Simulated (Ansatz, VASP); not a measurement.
# Two plane-wave programs on ZrB3As4

```xyz
8
Lattice="-3.1022 3.1022 3.1022 3.1022 -3.1022 3.1022 3.1022 3.1022 -3.1022" Properties=species:S:1:pos:R:3 pbc="T T T"
Zr    0.0000    0.0000    0.0000
B     3.1022    0.0000    0.0000
B     0.0000    3.1022    0.0000
B     0.0000    0.0000    3.1022
As    1.5511    1.5511    1.5511
As    1.5511    1.5511   -1.5511
As    1.5511   -1.5511    1.5511
As   -1.5511    1.5511    1.5511
```

Alike in both runs: functional PBE; k mesh 4 × 4 × 4; occupations gaussian, width 0.1 eV; no spin polarisation.

Ansatz relaxed the structure, and its values are those at the end. VASP's run is a single point on that final structure, the one shown.

|  | VASP | Ansatz |
| --- | --- | --- |
| version | VASP 6.6.1 | Ansatz 0.2.0 |
| potentials or method | VASP PAW PBE potentials, release 64 (Zr_sv, B, As) | scalar-relativistic, plane waves, PAW |
| plane-wave cutoff (eV) | 520 | 420 |
| valence electrons in the cell | 41 | 81 |

```tsv
	VASP	Ansatz	Ansatz less VASP
gap on the k mesh at the Fermi level (eV)	none	none	-
pressure (GPa)	0.1	0.0	-0.13
```

A gap of «none» marks a metal or a gap that the smearing closes. The two sets of potentials don't hold the same shells in valence.
